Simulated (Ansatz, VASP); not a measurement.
# Al (Al wire along [100], 15 atoms a period) in two plane-wave programs

One calculation is typed for both programs; each brings its own data sets. How far apart do they land? Of the first pair: The structure shown is the start of the Ansatz relaxation below; VASP solves that cell, so the two are compared at the walk's first step.

Method: plane waves, with VASP 6.6.1 beside it; single point at PBE, in Ansatz 0.2.0.

## 1. The structure

The cell holds 15 atoms: 15 Al. Its edges and angles: a = 12.860 Å, b = 12.860 Å, c = 4.040 Å, α = 90.0°, β = 90.0°, γ = 90.0°. Vacuum lies along a and b. The structure's axis is c.

## 2. Ansatz: relaxation, PBE

Ansatz runs on its default PAW (the set named soft_2) files.

The two programs are compared at the cell with which this relaxation starts, whose forces are those of its first step.

Contents of input.yaml:

```yaml
crystal:
  lattice:
    - [12.86, 0.0, 0.0]
    - [0.0, 12.86, 0.0]
    - [0.0, 0.0, 4.04]
  atoms:
    - { symbol: Al, position: [0.264385692, 0.264385692, 0.0] }
    - { symbol: Al, position: [0.264385692, 0.578538103, 0.0] }
    - { symbol: Al, position: [0.421461897, 0.421461897, 0.0] }
    - { symbol: Al, position: [0.421461897, 0.735614308, 0.0] }
    - { symbol: Al, position: [0.578538103, 0.264385692, 0.0] }
    - { symbol: Al, position: [0.578538103, 0.578538103, 0.0] }
    - { symbol: Al, position: [0.735614308, 0.421461897, 0.0] }
    - { symbol: Al, position: [0.735614308, 0.735614308, 0.0] }
    - { symbol: Al, position: [0.264385692, 0.421461897, 0.5] }
    - { symbol: Al, position: [0.421461897, 0.264385692, 0.5] }
    - { symbol: Al, position: [0.421461897, 0.578538103, 0.5] }
    - { symbol: Al, position: [0.578538103, 0.421461897, 0.5] }
    - { symbol: Al, position: [0.578538103, 0.735614308, 0.5] }
    - { symbol: Al, position: [0.735614308, 0.264385692, 0.5] }
    - { symbol: Al, position: [0.735614308, 0.578538103, 0.5] }
kpoints:
  mp_grid: { grid: [1, 1, 20] }
scf:
  occupations: { method: fermi_dirac, width: 0.05 }
hamiltonian:
  xc: pbe
relax:
  cell: { fix: [a, b, alpha, beta, gamma] }
  max_steps: 60
```

Started as:

```bash
> ansatz run input.yaml --threads 4 --pin off --max-ram 16384MiB --backend cpu --events-out ev --progress --plain --runs-dir out
```

Numbers of over 12 decimals in the logs are rounded to 6 here.

Output:

```text
Engine: ansatz 0.2.0, x86_64-unknown-linux-gnu
Pseudopotentials: kind: paw
Pseudopotential: Al, paw, valence charge 3, recommended cutoff 420 eV (normal), Al.paw.azcp
Functional definition: PBE
  parameter kappa = 0.804
  parameter beta = 0.066725
  exchange = pbe_x(kappa = kappa, mu = beta*pi^2/3)
  correlation = pbe_c(beta = beta)
Crystal: 15 atoms, lattice volume = 668.134 Å³
Basis set: ecut = 420 eV, 13133 PW (Γ), exchange–correlation on 180×180×60 points (8 copies of the dense FFT grid, shifted against one another)
Bands: 38, of which v1, the nominal top of the filled ones, is band 23 counted from 1 (22 counted from 0)
Symmetry: 4 space group operations
Space group: Amm2 (ITA 38), of the structure as read, at distance tolerance 8.7e-5 Å
k-points: 11 of 20
Non-local potential: Al, projectors of the file, l = 0: 2, l = 1: 2, l = 2: 1
PAW form: soft (Blöchl's): semilocal exchange-correlation on the pseudo side does not see the compensation charge
PAW one-centre angular grid: Al, 110 points (default); XC on 64 Gauss nodes
Initial density: superposition of atomic densities (neutral atoms: chi_scale 0, normalization atom), corrected by the library's trained network
Initial wavefunctions: pseudopotential atomic-orbital guess
Functional: x = pbe(κ = 0.804, μ = 0.219515), c = pbe(β = 0.066725)
SCF iter   1: F=—  HF=-8054.745645 eV  |F-HF|=—  |Δ(HF+E_count)|=         —  Δρ=1.99e-3  dr2=1.60e-1  ethr=1.77e-3  ⟨swp⟩=9.5  Hψ=2538  notcnv=0  defer=10
preconditioner: auto → LDOS  [metal: Δε(μ)=0.023 eV  Ē_g=5.613 eV  σ=0.050 eV  W_gap=0.12  n_scr=54 (ndim 8)  ℏωp=9.6 eV  f_vac=0.341  D(μ)=7.45/eV (n_scr^D=24)  β→1.0]
SCF iter   2: F=—  HF=-8054.728566 eV  |F-HF|=—  |Δ(HF+E_count)|=   1.71e-2  Δρ=9.23e-4  dr2=3.79e-2  ethr=3.57e-4  ⟨swp⟩=3.5  Hψ=839  notcnv=0  defer=32
SCF iter   3: F=—  HF=-8054.725895 eV  |F-HF|=—  |Δ(HF+E_count)|=   2.67e-3  Δρ=2.50e-4  dr2=2.95e-3  ethr=8.42e-5  ⟨swp⟩=2.0  Hψ=605  notcnv=0  defer=32
SCF iter   4: F=—  HF=-8054.725769 eV  |F-HF|=—  |Δ(HF+E_count)|=   1.26e-4  Δρ=6.57e-5  dr2=8.99e-5  ethr=6.56e-6  ⟨swp⟩=2.3  Hψ=590  notcnv=0  defer=32
SCF iter   5: F=—  HF=-8054.726137 eV  |F-HF|=—  |Δ(HF+E_count)|=   3.68e-4  Δρ=1.80e-5  dr2=6.00e-6  ethr=2.00e-7  ⟨swp⟩=2.5  Hψ=706  notcnv=0  defer=32
SCF iter   6: F=—  HF=-8054.726139 eV  |F-HF|=—  |Δ(HF+E_count)|=   2.31e-6  Δρ=4.95e-6  dr2=4.57e-7  ethr=1.33e-8  ⟨swp⟩=2.4  Hψ=596  notcnv=0  defer=32
SCF iter   7: F=-8054.726140 eV  HF=-8054.726140 eV  |F-HF|=7.13e-9  |Δ(HF+E_count)|=   1.70e-7  Δρ=1.13e-6  dr2=2.95e-8  ethr=2.22e-10  ⟨swp⟩=5.1  Hψ=1453  notcnv=0
SCF 1 converged in 7 iterations: F = -8054.726140 eV  dr2 = 2.95e-8
  greatest PAW one-centre occupation: 0.530 electrons in one spin orbital (limit 2), on the Al atom at site 13 (counted from 0), in its partial waves of l = 0
relax step   1: F+E_penalty+E_count = -8054.72613953 eV  Δ(F+E_penalty+E_count) = +0.000e0 eV  max|allowed force component| = 4.722e-1 eV/Å  Δτ_max = 0.0000 Å  P = -1.237 GPa  Ω = 668.134 Å³  fix = [a, b, alpha, beta, gamma]  reactions: a -0.923, b -0.923 GPa; gamma -0.266 GPa/rad  (7 SCF iters, dr2 threshold 1.00e-7 eV, accepted)
[...]
relax step  16: F+E_penalty+E_count = -8056.99837608 eV  Δ(F+E_penalty+E_count) = -1.900e-2 eV  max|allowed force component| = 2.528e-2 eV/Å  Δτ_max = 0.0657 Å  P = -0.143 GPa  Ω = 454.180 Å³  energy of the carried Pulay correction = +3.578e-2 eV  fix = [a, b, alpha, beta, gamma]  reactions: a -0.240, b -0.240 GPa; gamma +0.076 GPa/rad  (5 SCF iters, dr2 threshold 9.88e-7 eV, accepted)
[...]
relax step  17: F+E_penalty+E_count = -8056.99895867 eV  Δ(F+E_penalty+E_count) = -5.826e-4 eV  max|allowed force component| = 9.546e-3 eV/Å  Δτ_max = 0.0177 Å  P = -0.149 GPa  Ω = 454.485 Å³  energy of the carried Pulay correction = +3.572e-2 eV  fix = [a, b, alpha, beta, gamma]  reactions: a -0.239, b -0.239 GPa; gamma +0.068 GPa/rad  (6 SCF iters, dr2 threshold 3.99e-8 eV, accepted)
[...]
relax step  18: F+E_penalty+E_count = -8056.99357401 eV  Δ(F+E_penalty+E_count) = +5.385e-3 eV  max|allowed force component| = 9.971e-3 eV/Å  Δτ_max = 0.0000 Å  P = -0.171 GPa  Ω = 454.485 Å³  fix = [a, b, alpha, beta, gamma]  reactions: a -0.257, b -0.257 GPa; gamma +0.068 GPa/rad  stress off target by 2.24e-3 GPa on what of the cell is left free  SCF on the basis re-selected at this cell (its energy is not comparable with the rows above)  (5 SCF iters)
basis re-selected at this cell: Δ(F+E_penalty+E_count) = +5.385e-3 eV, ΔP = -0.022 GPa vs the last step (what re-selecting the basis moved, of the pressure what is left beyond the Pulay correction that the steps carried, after the strain that the cell walked since its last selection, with what the two solves' SCF thresholds leave and, on support functions, any second-order correction that the steps lacked; it is no measure of the basis error at this ecutwfc). The dense FFT grid was sized anew with the basis: this SCF ran on 90×90×20 points, the steps before it on 90×90×30, so part of this shift can come from that change (see relax.cell in the input reference). [rest of the remark cut]
SCF converged after 5 iterations
Free energy (F): -8056.993574 eV
Harris-Foulkes:  -8056.993574 eV  (|F-HF|=7.55e-11)
Internal energy: -8056.950599 eV  (E = F + TS)
E sigma→0 (E₀):  -8056.972087 eV
Entropy (-TS):   -0.042975 eV (-2.865 meV/atom)
Fermi energy:    2.615435 eV
--- Per-component energies (eV) ---
  E_band       = -64.683236
  E_kinetic    = 323.015938
  E_local      = -1741.956482  (includes V_loc(G=0)·N_el)
  E_nonlocal   = 159.615914
  E_hartree    = 833.759175
  E_xc         = -583.803060
  E_vxc        = -417.646786  (∫ρ·V_xc dr)
  E_paw        = -7010.263833  (= ΣΔE_a)
  E_vpaw       = -55.229791  (= ΣTr[D̂ρ^β])
  E_aug_tail   = -0.000030  (compensation charges beyond the density's cutoff)
  E_ewald      = -37.318221
  E_smearing   = -0.042975  (= −TS)
  E_closure    = -0.000000  (closes the sum)
  Σ components = -8056.993574   (vs F -8056.993574, Δ=0.00e0)
--- Forces (eV/Å), atoms counted from 1 ---
  atom   1  Al     0.00070076    -0.00626022     0.00000000
  atom   2  Al    -0.00541163     0.00104675     0.00000000
  atom   3  Al     0.00715597     0.00269753     0.00000000
  atom   4  Al    -0.00104675     0.00541163     0.00000000
  atom   5  Al    -0.00261566     0.00231322     0.00000000
  atom   6  Al    -0.00269753    -0.00715597     0.00000000
  atom   7  Al    -0.00231322     0.00261566     0.00000000
  atom   8  Al     0.00626022    -0.00070076     0.00000000
  atom   9  Al    -0.00024323     0.00326683     0.00000000
  atom  10  Al     0.00206013    -0.00997081     0.00000000
  atom  11  Al    -0.00425189     0.00425189     0.00000000
  atom  12  Al    -0.00198800     0.00198800     0.00000000
  atom  13  Al    -0.00326683     0.00024323     0.00000000
  atom  14  Al    -0.00231208     0.00231208     0.00000000
  atom  15  Al     0.00997081    -0.00206013     0.00000000
  max |Σ_I F_I| component: 1.05e-6 eV/Å
--- Stress (GPa, compression-positive) ---
       -0.257353      -0.067970       0.000000
       -0.067970      -0.257353       0.000000
        0.000000       0.000000       0.002235
  P = ⅓ Tr σ = -0.1708 GPa (-1.708 kbar)
--- Relaxed structure (17 steps of the walk, 16 accepted, 1 SCFs on fresh bases) ---
  F+E_penalty+E_count = -8056.99357401 eV   max|allowed force component| = 9.971e-3 eV/Å   (the final SCF, on the basis selected at the relaxed cell)
  cell:  # Å, volume = 454.4852 Å³
    - [12.86, 0, 0.0]
    - [0, 12.86, 0.0]
    - [0.0, 0.0, 2.748134]
  atoms:
    - { symbol: Al, position: [0.215589, 0.248730, 0.0] }
    - { symbol: Al, position: [0.231729, 0.622060, 0.0] }
    - { symbol: Al, position: [0.403152, 0.365925, 0.0] }
    - { symbol: Al, position: [0.377940, 0.768271, 0.0] }
    - { symbol: Al, position: [0.561403, 0.215619, 0.0] }
    - { symbol: Al, position: [0.634075, 0.596848, 0.0] }
    - { symbol: Al, position: [0.784381, 0.438597, 0.0] }
    - { symbol: Al, position: [0.751270, 0.784411, 0.0] }
    - { symbol: Al, position: [0.229269, 0.439348, 0.500000] }
    - { symbol: Al, position: [0.383950, 0.162736, 0.500000] }
    - { symbol: Al, position: [0.429047, 0.570953, 0.500000] }
    - { symbol: Al, position: [0.588829, 0.411171, 0.500000] }
    - { symbol: Al, position: [0.560652, 0.770731, 0.500000] }
    - { symbol: Al, position: [0.747064, 0.252936, 0.500000] }
    - { symbol: Al, position: [0.837264, 0.616050, 0.500000] }
```

## 3. VASP: single point, PBE, start cell, pair 1

The same cell, functional, mesh and smearing now go to VASP, with its own data sets.

Lines of VASP's logs that name or quote its potential files are left out, and so is its time.

Contents of INCAR:

```
SYSTEM = Al
PREC = Accurate
ENCUT = 400
EDIFF = 1E-06
NELM = 120
ISMEAR = -1
SIGMA = 0.05
LREAL = .FALSE.
ALGO = Normal
GGA = PE
NBANDS = 37
LORBIT = 11
LWAVE = .FALSE.
LCHARG = .FALSE.
ISIF = 2
LASPH = .TRUE.
GGA_COMPAT = .FALSE.
KPAR = 4
```

Contents of POSCAR:

```
Al
1.0
   12.8600000000      0.0000000000      0.0000000000
    0.0000000000     12.8600000000      0.0000000000
    0.0000000000      0.0000000000      4.0400000000
Al
15
Direct
    0.2643856921      0.2643856921      0.0000000000
    0.2643856921      0.5785381026      0.0000000000
    0.4214618974      0.4214618974      0.0000000000
    0.4214618974      0.7356143079      0.0000000000
    0.5785381026      0.2643856921      0.0000000000
    0.5785381026      0.5785381026      0.0000000000
    0.7356143079      0.4214618974      0.0000000000
    0.7356143079      0.7356143079      0.0000000000
    0.2643856921      0.4214618974      0.5000000000
    0.4214618974      0.2643856921      0.5000000000
    0.4214618974      0.5785381026      0.5000000000
    0.5785381026      0.4214618974      0.5000000000
    0.5785381026      0.7356143079      0.5000000000
    0.7356143079      0.2643856921      0.5000000000
    0.7356143079      0.5785381026      0.5000000000
```

Contents of KPOINTS:

```
Automatic mesh
0
Gamma
1 1 20
0 0 0
```

Potentials, in the order of the species: Al (PBE family, release 64).

Started as:

```bash
> mpirun -np 4 vasp_std
```

Output:

```text
[banner, memory and clock lines left out]
running    4 mpi-ranks, on    1 nodes
 distrk:  each k-point on    1 cores,    4 groups
 distr:  one band on    1 cores,    1 groups

 POSCAR found type information on POSCAR Al
 POSCAR found :  1 types and      15 ions
 LDA part: xc-table for (Slater+PW92), standard interpolation
 POSCAR, INCAR and KPOINTS ok, starting setup
 FFT: planning ... GRIDC
 FFT: planning ... GRID_SOFT
 FFT: planning ... GRID
 WAVECAR not read
 entering main loop
       N       E                     dE             d eps       ncg     rms          rms(c)
DAV:   1     0.996760592895E+02    0.99676E+02   -0.11446E+04   814   0.697E+02
DAV:   2    -0.434290813400E+02   -0.14311E+03   -0.13514E+03  1038   0.119E+02
DAV:   3    -0.517070467061E+02   -0.82780E+01   -0.80670E+01  1015   0.288E+01
DAV:   4    -0.520608648309E+02   -0.35382E+00   -0.35287E+00  1324   0.720E+00
DAV:   5    -0.520714696811E+02   -0.10605E-01   -0.10602E-01  1239   0.116E+00    0.582E+00
DAV:   6    -0.486883625002E+02    0.33831E+01   -0.12017E+01   913   0.875E+00    0.278E+00
DAV:   7    -0.485040556681E+02    0.18431E+00   -0.96379E-01  1012   0.304E+00    0.147E+00
DAV:   8    -0.483864559864E+02    0.11760E+00   -0.30097E-01   957   0.158E+00    0.581E-01
DAV:   9    -0.483719558556E+02    0.14500E-01   -0.48701E-02  1012   0.772E-01    0.319E-01
DAV:  10    -0.483696198459E+02    0.23360E-02   -0.83832E-03  1079   0.326E-01    0.192E-01
DAV:  11    -0.483711004805E+02   -0.14806E-02   -0.54633E-03   917   0.227E-01    0.105E-01
DAV:  12    -0.483737789831E+02   -0.26785E-02   -0.34899E-03   906   0.179E-01    0.569E-02
DAV:  13    -0.483756530619E+02   -0.18741E-02   -0.10047E-03   899   0.118E-01    0.299E-02
DAV:  14    -0.483767992275E+02   -0.11462E-02   -0.35706E-04   932   0.769E-02    0.163E-02
DAV:  15    -0.483772881360E+02   -0.48891E-03   -0.14559E-04   869   0.474E-02    0.989E-03
DAV:  16    -0.483773429606E+02   -0.54825E-04   -0.33567E-05   938   0.240E-02    0.432E-03
DAV:  17    -0.483773496981E+02   -0.67375E-05   -0.50616E-06   968   0.938E-03    0.272E-03
DAV:  18    -0.483773509948E+02   -0.12968E-05   -0.11518E-06   767   0.485E-03    0.112E-03
DAV:  19    -0.483773512617E+02   -0.26691E-06   -0.23832E-07   585   0.242E-03
   1 F= -.48377351E+02 E0= -.48345587E+02  d E =-.635288E-01
```

From OUTCAR (step 3):

```text
ion  position               nearest neighbor table
   1  0.264  0.264  0.000-   9 2.86  10 2.86   9 2.86  10 2.86   3 2.86
   2  0.264  0.579  0.000-   9 2.86   9 2.86   3 2.86  11 2.86  11 2.86   4 2.86
   3  0.421  0.421  0.000-   6 2.86  11 2.86  12 2.86  11 2.86  12 2.86   5 2.86   2 2.86   9 2.86
                            10 2.86   9 2.86  10 2.86   1 2.86
   4  0.421  0.736  0.000-  13 2.86  13 2.86   6 2.86  11 2.86  11 2.86   2 2.86
   5  0.579  0.264  0.000-  10 2.86  10 2.86   3 2.86  14 2.86  12 2.86  12 2.86  14 2.86   7 2.86

  LATTYP: Found a simple tetragonal cell.
 ALAT       =    12.8600000000
 C/A-ratio  =     0.3141524106

 Subroutine GETGRP returns: Found  4 space group operations
 (whereof  4 operations were pure point group operations)

The static configuration has the point symmetry C_2v.

 Found     11 irreducible k-points:

   k-points           NKPTS =     11   k-points in BZ     NKDIM =     11   number of bands    NBANDS=     37

   dimension x,y,z NGX =    84 NGY =   84 NGZ =   28
   dimension x,y,z NGXF=   168 NGYF=  168 NGZF=   56

   ENCUT  =  400.0 eV  29.40 Ry    5.42 a.u.  20.97 20.97  6.59*2*pi/ulx,y,z

   NELECT =      45.0000    total number of electrons

 k-points in reciprocal lattice and weights: Automatic mesh
   0.00000000  0.00000000  0.00000000       0.050
   0.00000000  0.00000000  0.05000000       0.100
   0.00000000  0.00000000  0.10000000       0.100
   0.00000000  0.00000000  0.15000000       0.100
   0.00000000  0.00000000  0.20000000       0.100
   0.00000000  0.00000000  0.25000000       0.100
   0.00000000  0.00000000  0.30000000       0.100
   0.00000000  0.00000000  0.35000000       0.100
   0.00000000  0.00000000  0.40000000       0.100
   0.00000000  0.00000000  0.45000000       0.100
   0.00000000  0.00000000  0.50000000       0.050

 average (electrostatic) potential at core
       1 -80.2794       2 -80.3237       3 -80.1337       4 -80.3237       5 -80.1821
       6 -80.1337       7 -80.1821       8 -80.2794       9 -80.1656      10 -80.1828
      11 -80.1189      12 -80.0563      13 -80.1656      14 -80.4214      15 -80.1828

 E-fermi :   0.4444

 k-point     1 :       0.0000    0.0000    0.0000
  band No.  band energies     occupation
    ...
     17      -0.3178      2.00000
     18      -0.2611      2.00000
     19      -0.1027      1.99996
     20      -0.0841      1.99995
     21       0.2650      1.94619
     22       0.6825      0.01694
     23       0.9554      0.00007
     24       1.1943      0.00000
     25       1.2074      0.00000
     26       1.4588      0.00000
    ...

 k-point     2 :       0.0000    0.0000    0.0500
  band No.  band energies     occupation
    ...
     17      -0.6894      2.00000
     18      -0.4317      2.00000
     19      -0.2399      2.00000
     20       0.2456      1.96313
     21       0.3558      1.70954
     22       0.7114      0.00955
     23       0.7722      0.00284
     24       1.0186      0.00002
     25       1.4041      0.00000
     26       1.5809      0.00000
    ...

 k-point     3 :       0.0000    0.0000    0.1000
  band No.  band energies     occupation
    ...
     17      -0.9684      2.00000
     18      -0.9000      2.00000
     19      -0.1945      1.99999
     20       0.1666      1.99230
     21       0.3391      1.78290
     22       0.6959      0.01300
     23       0.7437      0.00502
     24       0.8325      0.00085
     25       1.1220      0.00000
     26       1.3424      0.00000
    ...

  Total       -3.9160487     -3.9160487     -7.8377198      1.1056610      0.0000000      0.0000000
  in kB       -9.3906436     -9.3906436    -18.7947700      2.6513635      0.0000000      0.0000000
  external PRESSURE =     -12.5253524 kB  Pullay stress =       0.0000000 kB

  energy-cutoff  :      400.00
  volume of cell :      668.13
      direct lattice vectors                 reciprocal lattice vectors
    12.860000000  0.000000000  0.000000000     0.077760498  0.000000000  0.000000000
     0.000000000 12.860000000  0.000000000     0.000000000  0.077760498  0.000000000
     0.000000000  0.000000000  4.040000000     0.000000000  0.000000000  0.247524752

 POSITION                                       TOTAL-FORCE (eV/Angst)
 -----------------------------------------------------------------------------------
      3.40000      3.40000      0.00000         0.200437      0.210568      0.000000
      3.40000      7.44000      0.00000         0.331911     -0.353289      0.000000
      5.42000      5.42000      0.00000         0.098217     -0.003800      0.000000
      5.42000      9.46000      0.00000         0.353289     -0.331911      0.000000
      7.44000      3.40000      0.00000        -0.134198     -0.099180      0.000000
      7.44000      7.44000      0.00000         0.003800     -0.098217      0.000000
      9.46000      5.42000      0.00000         0.099180      0.134198      0.000000
      9.46000      9.46000      0.00000        -0.210568     -0.200437      0.000000
      3.40000      5.42000      2.02000        -0.164641      0.212967      0.000000
      5.42000      3.40000      2.02000         0.108159     -0.092824      0.000000
      5.42000      7.44000      2.02000        -0.067237      0.067237      0.000000
      7.44000      5.42000      2.02000        -0.024559      0.024559      0.000000
      7.44000      9.46000      2.02000        -0.212967      0.164641      0.000000
      9.46000      3.40000      2.02000        -0.473646      0.473646      0.000000
      9.46000      7.44000      2.02000         0.092824     -0.108159      0.000000
 -----------------------------------------------------------------------------------
    total drift:                                0.000074     -0.000074     -0.000000

  FREE ENERGIE OF THE ION-ELECTRON SYSTEM (eV)
  ---------------------------------------------------
  free  energy   TOTEN  =       -48.3773512617 eV

  energy  without entropy=      -48.3138224460  energy(sigma->0) =      -48.34558685

 total charge
# of ion       s       p       d       tot
------------------------------------------
    1        0.529   0.230   0.000   0.759
    2        0.501   0.258   0.000   0.758
    3        0.425   0.352   0.000   0.776
    4        0.501   0.258   0.000   0.758
    5        0.472   0.293   0.000   0.765
    6        0.425   0.352   0.000   0.776
    7        0.472   0.293   0.000   0.765
    8        0.529   0.230   0.000   0.759
    9        0.468   0.295   0.000   0.763
   10        0.474   0.291   0.000   0.765
   11        0.433   0.341   0.000   0.774
   12        0.423   0.357   0.000   0.780
   13        0.468   0.295   0.000   0.763
   14        0.533   0.225   0.000   0.757
   15        0.474   0.291   0.000   0.765
--------------------------------------------------
tot          7.124   4.361   0.000  11.485

[... 3 further parts left out ...]
```

(Part 1 of 2 ends here.)

[Lines on the potential files, build, host, timing and source positions are cut from VASP's logs without a mark.]

[Logs are printed without paths, hosts, clocks, repeated set-up lines and the standing remarks that a program may print on its own settings, such as how far it seeks lower states.]

[Hosts, paths, dates, database ids (printed as entryN), source tags and the programs' standing remarks are cut or masked in the printed files.]
